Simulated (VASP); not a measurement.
These are PBEsol GGA, VASP's PBE PAW potentials (set 64) (plane waves; VASP) values and carry that method's errors.

VASP ran on this input.

### INCAR
```
LMAXMIX  =  4   ! l cut-off of mixed one-centre charges
LREAL  =  F   ! projection in real space or not
LASPH  =  T   ! aspherical one-centre terms
EDIFF  =  1E-6   ! SCF stop (eV)
NSW  =  60
GGA  =  PS
SYSTEM  =  RuAl
LCHARG  =  F
LWAVE  =  F
ENCUT  =  400   ! plane-wave cut-off (eV)
NELM  =  100   ! most electronic steps
ALGO  =  Normal
PREC  =  Accurate
SIGMA  =  0.1   ! width (eV)
EDIFFG  =  -0.01   ! ionic stop
ISMEAR  =  1
IBRION  =  2   ! conjugate gradients
ISIF  =  3
```

File KPOINTS:
```
K-points
0
G
  11 11 11
```

POSCAR:
```
RuAl
1.0
  2.9763937444   0.0000000000   0.0000000000
  0.0000000000   2.9763937444   0.0000000000
  0.0000000000   0.0000000000   2.9763937444
Ru Al
1 1
Cartesian
  0.0000000000   0.0000000000   0.0000000000
  1.4881968722   1.4881968722   1.4881968722
```

POTCAR, in this order: Ru_pv Al (PBE.64 set). Program: vasp_std.

Problem. What will the output report for the number of irreducible k-points (NKPTS), number of bands (NBANDS), largest plane-wave count, number of space-group operations, FFT grid (NGX, NGY, NGZ)?

Solution. 
```
Item                                           Value
--------------------------------------  ------------
number of irreducible k-points (NKPTS)            56
number of bands (NBANDS)                          12
largest plane-wave count                         491
number of space-group operations                  48
FFT grid (NGX, NGY, NGZ)                20 × 20 × 20
```

The structure was generated: RuAl was put into the CsCl type type (Pm-3m), which need not be its known phase. This run relaxes it. Symmetry was kept, so distortions that lower it aren't found. The start is the result of an earlier pass. The electron count is odd and the run is not spin-polarised, which forces a metal.
